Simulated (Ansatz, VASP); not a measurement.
# PtS2: VASP beside Ansatz, part 2 of 2

Aim: how closely do two programs agree when they are given the same cell, functional and k mesh? The cell is taken from a series of runs on this material, whose earlier steps may have relaxed, scaled, displaced or heated it; both programs get it as it stands.

VASP 6.6.1 and Ansatz 0.2.0.

So far: Starting point; VASP: single point, PBEsol.

### 3. Ansatz: single point, PBEsol

Level of this step: Ansatz beside VASP: Kohn-Sham DFT, plane waves, PBEsol (Ansatz).

Ansatz runs on its default PAW (the set named soft_2) files.

The same cell, functional, mesh and smearing now go to Ansatz, which takes its cutoff from its data sets.

The input, input.yaml:

```yaml
crystal:
  lattice:
    - [3.5432000002, 0.0, 0.0]
    - [-1.7716000001, 3.0685012108, 0.0]
    - [0.0, 0.0, 27.3652152]
  atoms:
    - { symbol: S, position: [0.3333333333, 0.6666666667, 0.7080845054] }
    - { symbol: Pt, position: [0.0, 0.0, 0.6633491059] }
    - { symbol: S, position: [0.6666666667, 0.3333333333, 0.6199132826] }
    - { symbol: S, position: [0.3333333333, 0.6666666667, 0.5437266143] }
    - { symbol: Pt, position: [0.0, 0.0, 0.5] }
    - { symbol: S, position: [0.6666666667, 0.3333333333, 0.4562733857] }
    - { symbol: S, position: [0.3333333333, 0.6666666667, 0.3800867174] }
    - { symbol: Pt, position: [0.0, 0.0, 0.3366508941] }
    - { symbol: S, position: [0.6666666667, 0.3333333333, 0.2919154946] }
kpoints:
  mp_grid: { grid: [12, 12, 1] }
scf:
  occupations: { method: fermi_dirac, width: 0.02 }
  n_extra_bands: 10
hamiltonian:
  xc: pbesol
  pseudopotentials: { kind: paw }
output:
  forces: true
  write_potential: true
  volumetric_format: []
  dos:
    projected: true
    de: 0.05
    e_range: [-30, 12]
    method: { smearing: { sigma: 0.12, scheme: gaussian } }
  eigenstates:
    kpoints:
      - [0.33333333, 0.33333333, 0.0]
      - [0.31666667, 0.31666667, 0.0]
      - [0.3, 0.3, 0.0]
      - [0.28333333, 0.28333333, 0.0]
      - [0.26666667, 0.26666667, 0.0]
      - [0.25, 0.25, 0.0]
      - [0.23333333, 0.23333333, 0.0]
      - [0.21666667, 0.21666667, 0.0]
      - [0.2, 0.2, 0.0]
      - [0.18333333, 0.18333333, 0.0]
      - [0.16666667, 0.16666667, 0.0]
      - [0.15, 0.15, 0.0]
      - [0.13333333, 0.13333333, 0.0]
      - [0.11666667, 0.11666667, 0.0]
      - [0.1, 0.1, 0.0]
      - [0.08333333, 0.08333333, 0.0]
      - [0.06666667, 0.06666667, 0.0]
      - [0.05, 0.05, 0.0]
      - [0.03333333, 0.03333333, 0.0]
      - [0.01666667, 0.01666667, 0.0]
      - [0.0, 0.0, 0.0]
      - [0.02777778, 0.0, 0.0]
      - [0.05555556, 0.0, 0.0]
      - [0.08333333, 0.0, 0.0]
      - [0.11111111, 0.0, 0.0]
      - [0.13888889, 0.0, 0.0]
      - [0.16666667, 0.0, 0.0]
      - [0.19444444, 0.0, 0.0]
      - [0.22222222, 0.0, 0.0]
      - [0.25, 0.0, 0.0]
      - [0.27777778, 0.0, 0.0]
      - [0.30555556, 0.0, 0.0]
      - [0.33333333, 0.0, 0.0]
      - [0.36111111, 0.0, 0.0]
      - [0.38888889, 0.0, 0.0]
      - [0.41666667, 0.0, 0.0]
      - [0.44444444, 0.0, 0.0]
      - [0.47222222, 0.0, 0.0]
      - [0.5, 0.0, 0.0]
      - [0.48333333, 0.03333333, 0.0]
      - [0.46666667, 0.06666667, 0.0]
      - [0.45, 0.1, 0.0]
      - [0.43333333, 0.13333333, 0.0]
      - [0.41666667, 0.16666667, 0.0]
      - [0.4, 0.2, 0.0]
      - [0.38333333, 0.23333333, 0.0]
      - [0.36666667, 0.26666667, 0.0]
      - [0.35, 0.3, 0.0]
    e_range: [-8.0, 6.0]
    unfold:
      supercell_matrix: [[1, 0, 0], [0, 1, 0], [0, 0, 1]]
      layers:
        axis: 3
        edges: [0.145745, 0.41818, 0.41828, 0.58172, 0.58182, 0.854254]
```

Launch:

```console
$ ansatz run input.yaml --threads 4 --pin off --max-ram 11264MiB --backend cpu --events-out ev --progress --plain --runs-dir out
```

Numbers of over 12 decimals in the logs are rounded to 6 here.

The program printed:

```text
scf.n_extra_bands = 10 over 45 filled bands (N_el = 90.0): the run solves 55 bands
Engine: ansatz 0.2.0, x86_64-unknown-linux-gnu
Pseudopotentials: kind: paw
Pseudopotential: S, paw, valence charge 6, recommended cutoff 420 eV (normal), S.paw.azcp
Pseudopotential: Pt, paw, valence charge 18, recommended cutoff 420 eV (normal), Pt.paw.azcp
Functional definition: PBEsol
  exchange = pbesol_x
  correlation = pbesol_c
Crystal: 9 atoms, lattice volume = 297.523 Å³
Basis set: ecut = 420 eV, 5785 PW (Γ), exchange–correlation on 48×48×384 points (8 copies of the dense FFT grid, shifted against one another)
Bands: 55, of which v1, the nominal top of the filled ones, is band 45 counted from 1 (44 counted from 0)
Symmetry: 12 space group operations
Space group: P-3m1 (ITA 164), of the structure as read, at distance tolerance 6.7e-5 Å
k-points: 19 of 144
Non-local potential: S, projectors of the file, l = 0: 2, l = 1: 2, l = 2: 2
Non-local potential: Pt, projectors of the file, l = 0: 3, l = 1: 2, l = 2: 2, l = 3: 1
PAW form: soft (Blöchl's): semilocal exchange-correlation on the pseudo side does not see the compensation charge
PAW frozen core: S, regenerated for the run's functional, and the local potential with it (the file was generated under x = pbe(κ = 0.804, μ = 0.219515), c = pbe(β = 0.066725))
PAW frozen core: Pt, regenerated for the run's functional, and the local potential with it (the file was generated under x = pbe(κ = 0.804, μ = 0.219515), c = pbe(β = 0.066725))
PAW one-centre angular grid: S, 110 points (default); XC on 64 Gauss nodes
PAW one-centre angular grid: Pt, 590 points (default); XC on 64 Gauss nodes
Initial density: superposition of atomic densities (neutral atoms: chi_scale 0, normalization atom), corrected by the library's trained network
Initial wavefunctions: pseudopotential atomic-orbital guess
Functional: x = pbesol(κ = 0.804, μ = 0.123457), c = pbesol(β = 0.046)
SCF iter   1: F=—  HF=-42464.527238 eV  |F-HF|=—  |Δ(HF+E_count)|=         —  Δρ=3.50e-3  dr2=7.55e-2  ethr=1.77e-3  ⟨swp⟩=10.1  Hψ=5193  notcnv=0
preconditioner: auto → Resta (q_TF=auto, 2.235 Å⁻¹)  ε∞=4.6  [insulator: Δε(μ)=0.422 eV  Ē_g=9.157 eV  σ=0.020 eV  W_gap=1.00  n_scr=60 (ndim 8)  ℏωp=17.5 eV  f_vac=0.478  D(μ)=0.00/eV (n_scr^D=0)  ε∞_Penn≈4.6  vacuum switching on, ρ_ref=6.1e-3 e/Å³]
SCF iter   2: F=—  HF=-42464.518759 eV  |F-HF|=—  |Δ(HF+E_count)|=   8.48e-3  Δρ=1.98e-3  dr2=2.31e-2  ethr=8.38e-5  ⟨swp⟩=3.3  Hψ=1875  notcnv=0  defer=76
SCF iter   3: F=—  HF=-42464.517477 eV  |F-HF|=—  |Δ(HF+E_count)|=   1.28e-3  Δρ=1.01e-3  dr2=1.62e-2  ethr=2.57e-5  ⟨swp⟩=2.8  Hψ=1510  notcnv=0  defer=76
SCF iter   4: F=—  HF=-42464.516379 eV  |F-HF|=—  |Δ(HF+E_count)|=   1.10e-3  Δρ=3.30e-4  dr2=4.73e-4  ethr=1.80e-5  ⟨swp⟩=2.1  Hψ=1160  notcnv=0  defer=76
SCF iter   5: F=—  HF=-42464.516402 eV  |F-HF|=—  |Δ(HF+E_count)|=   2.28e-5  Δρ=1.68e-4  dr2=7.94e-5  ethr=5.25e-7  ⟨swp⟩=2.0  Hψ=1551  notcnv=0  defer=76
SCF iter   6: F=—  HF=-42464.516776 eV  |F-HF|=—  |Δ(HF+E_count)|=   3.74e-4  Δρ=7.30e-5  dr2=2.89e-5  ethr=8.82e-8  ⟨swp⟩=2.1  Hψ=1589  notcnv=0  defer=76
SCF iter   7: F=—  HF=-42464.516775 eV  |F-HF|=—  |Δ(HF+E_count)|=   1.12e-6  Δρ=2.57e-5  dr2=4.26e-6  ethr=3.21e-8  ⟨swp⟩=2.0  Hψ=1470  notcnv=0  defer=76
SCF iter   8: F=—  HF=-42464.516776 eV  |F-HF|=—  |Δ(HF+E_count)|=   7.51e-7  Δρ=1.34e-5  dr2=9.22e-7  ethr=4.74e-9  ⟨swp⟩=2.0  Hψ=1563  notcnv=0  defer=76
SCF iter   9: F=-42464.516776 eV  HF=-42464.516776 eV  |F-HF|=1.52e-8  |Δ(HF+E_count)|=   9.16e-8  Δρ=5.17e-6  dr2=9.22e-8  ethr=1.11e-10  ⟨swp⟩=18.7  Hψ=9564  notcnv=0
SCF 1 converged in 9 iterations: F = -42464.516776 eV  dr2 = 9.22e-8
  greatest PAW one-centre occupation: 1.000 electrons in one spin orbital (limit 2), on the Pt atom at site 4 (counted from 0), in its partial waves of l = 0
NSCF: frozen V_eff on 48 k-points
SCF converged after 9 iterations
Free energy (F): -42464.516776 eV
Harris-Foulkes:  -42464.516776 eV  (|F-HF|=1.52e-8)
Internal energy: -42464.516775 eV  (E = F + TS)
E sigma→0 (E₀):  -42464.516775 eV
Entropy (-TS):   -0.000001 eV (-0.000 meV/atom)
Fermi energy:    4.081517 eV
--- Per-component energies (eV) ---
  E_band       = -1627.042052
  E_kinetic    = 2556.758328
  E_local      = -92355.138826  (includes V_loc(G=0)·N_el)
  E_nonlocal   = 776.597809
  E_hartree    = 44865.778858
  E_xc         = -1360.335083
  E_vxc        = -1435.002195  (∫ρ·V_xc dr)
  E_paw        = -31452.443642  (= ΣΔE_a)
  E_vpaw       = -901.805480  (= ΣTr[D̂ρ^β])
  E_aug_tail   = 0.000538  (compensation charges beyond the density's cutoff)
  E_ewald      = 34503.032603
  E_core_change = 1.232639  (= ΣΔE_core)
  E_smearing   = -0.000001  (= −TS)
  E_closure    = -0.000000  (closes the sum)
  Σ components = -42464.516776   (vs F -42464.516776, Δ=0.00e0)
--- Forces (eV/Å), atoms counted from 1 ---
  atom   1  S     -0.00000000    -0.00000000     0.05803294
  atom   2  Pt     0.00000000     0.00000000     0.11495443
  atom   3  S     -0.00000000     0.00000000     0.03585829
  atom   4  S      0.00000000    -0.00000000     0.06420230
  atom   5  Pt    -0.00000000     0.00000000     0.00000000
  atom   6  S     -0.00000000     0.00000000    -0.06420230
  atom   7  S      0.00000000    -0.00000000    -0.03585829
  atom   8  Pt    -0.00000000    -0.00000000    -0.11495443
  atom   9  S     -0.00000000     0.00000000    -0.05803294
  max |Σ_I F_I| component: 2.78e-17 eV/Å
--- Band table (eV; the first three rows and the last of 19) ---
  k-point 0: bands = [... 41 lower, 2.4485, 2.4485, 3.0199, 3.8986, 5.3161, 5.3161, 5.9014, 5.9014, ... 6 higher]
  k-point 1: bands = [... 41 lower, 2.4950, 2.5193, 3.4650, 3.8391, 5.1038, 5.1591, 5.4773, 5.7928, ... 6 higher]
  k-point 2: bands = [... 41 lower, 2.5411, 2.5434, 3.1225, 3.7074, 4.8909, 4.8940, 5.0711, 5.3556, ... 6 higher]
  k-point 18: bands = [... 41 lower, 1.8068, 1.8068, 2.1179, 2.1179, 4.3922, 4.3922, 5.1456, 5.1456, ... 6 higher]
```

### 4. Side by side

Known differences besides the potentials themselves: the data sets hold 90 valence electrons in Ansatz (on its default PAW (the set named soft_2) files) and 66 in VASP; the cutoff is 420 eV in Ansatz and 400 eV in VASP; Ansatz makes its cores anew for this functional, VASP keeps those of its PBE data sets. Total energies have different zeros and are not compared.

The two programs side by side:

| quantity | Ansatz | VASP | difference |
| --- | --- | --- | --- |
| gap on the k mesh (eV) | 0.412 | 0.422 | -0.010 |

Forces (eV/Å; atoms numbered as in POSCAR):

| atom | Ansatz x, y, z | VASP x, y, z |
| --- | --- | --- |
| S1 | 0.000, 0.000, 0.058 | 0.000, 0.000, 0.034 |
| S2 | 0.000, 0.000, 0.036 | 0.000, 0.000, 0.064 |
| S3 | 0.000, 0.000, 0.064 | 0.000, 0.000, 0.033 |
| S4 | 0.000, 0.000, -0.064 | 0.000, 0.000, -0.033 |
| S5 | 0.000, 0.000, -0.036 | 0.000, 0.000, -0.064 |
| S6 | 0.000, 0.000, -0.058 | 0.000, 0.000, -0.034 |
| Pt7 | 0.000, 0.000, 0.115 | 0.000, 0.000, 0.127 |
| Pt8 | 0.000, 0.000, 0.000 | 0.000, 0.000, 0.000 |
| Pt9 | 0.000, 0.000, -0.115 | 0.000, 0.000, -0.127 |

The forces differ by 13 meV/Å r.m.s., which is 32.9 % of the r.m.s. force of 0.041 eV/Å (both taken over all components). A gap on the mesh is an upper bound, since the band edges may lie between its points; neither run holds spin-orbit coupling, which can move the band edges of a compound of Pt. VASP's last cycles still show a density residual of 3e-03, so its state may not be settled. Where the cell holds vacuum, a pressure given here is an average over it and none of the material.

### 5. Other set-ups

Further runs change the set-up of one program: Ansatz's method, potentials or start, or VASP's data sets, cutoff or form of LDA. The table gives Ansatz less VASP for each quantity, since a change that brings one quantity closer may part another.

| run | r.m.s. force difference (meV/Å) | gap on the k mesh (eV) |
| --- | --- | --- |
| as above | 13 | -0.0099 |
| VASP with the data sets S and Pt_sv_GW and a cutoff of 430 eV | 5.2 | -0.011 |

### 6. Results

```yaml
r_m_s_force_difference_single_point_pbesol: 13 meV/Å
```

The r.m.s. force difference is 13 meV/Å (single point, PBEsol), beyond the 12 meV/Å picked in this series as the mark of a large difference. The data sets hold unlike numbers of valence electrons (90 in Ansatz and 66 in VASP), so part of the differences may come from the potentials. Single point, PBEsol, VASP with the data sets S and Pt_sv_GW and a cutoff of 430 eV: r.m.s. force difference goes from 13 to 5.2 meV/Å. 1 further pair of this series is not shown here. How closely two codes agree says nothing of how well the functional describes the real material.

[Lines on the potential files, build, host, timing and source positions are cut from VASP's logs without a mark.]

[Logs are printed without paths, hosts, clocks, repeated set-up lines and the standing remarks that a program may print on its own settings, such as how far it seeks lower states.]

[Hosts, paths, dates, database ids (printed as entryN), source tags and the programs' standing remarks are cut or masked in the printed files.]
